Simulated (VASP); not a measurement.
**Al₃GaSb₄ (ordered alloy cell): computed properties**

Level of theory: PBEsol GGA, VASP's PBE PAW potentials (set 64) (plane waves; VASP).

For Al$_{3}$GaSb$_{4}$, the space group is P-43m (215) and the cell is a = 6.1533 Å, b = 6.1533 Å, c = 6.1533 Å, α = 90.00°, β = 90.00°, γ = 90.00°. The volume per atom comes out as 29.12 Å³/atom, the band gap (over mesh and band path) comes out as 0.42 eV and the smallest direct gap (over mesh and band path) is 0.66 eV. The band-edge character is indirect, Γ to R. The density comes out as 4.55 g/cm³.

Al3GaSb4 has the cubic space group P-43m (No. 215), Pearson symbol cP8. Lattice parameters: a = b = c = 6.153 Å, α = β = γ = 90.00°. Ga on 1a sees 4 Sb at 2.657 Å (tetrahedral). Sb on 4e is coordinated by 1 Ga at 2.657 Å and 3 Al at 2.667 Å (tetrahedral). Al on 3c is coordinated by 4 Sb at 2.667 Å (tetrahedral). (Neighbours: up to the widest gap in distance over summed covalent radii, below 1.35, at either atom; cation-cation and far metal-metal contacts left out.)

Unless said otherwise, spin-orbit coupling is left out, though it shifts the bands of the heavy elements here.

The structure was generated: Al3GaSb4 was put into an ordered model structure (P-43m), which need not be its known phase. It was relaxed first. Symmetry was kept, so distortions that lower it aren't found.
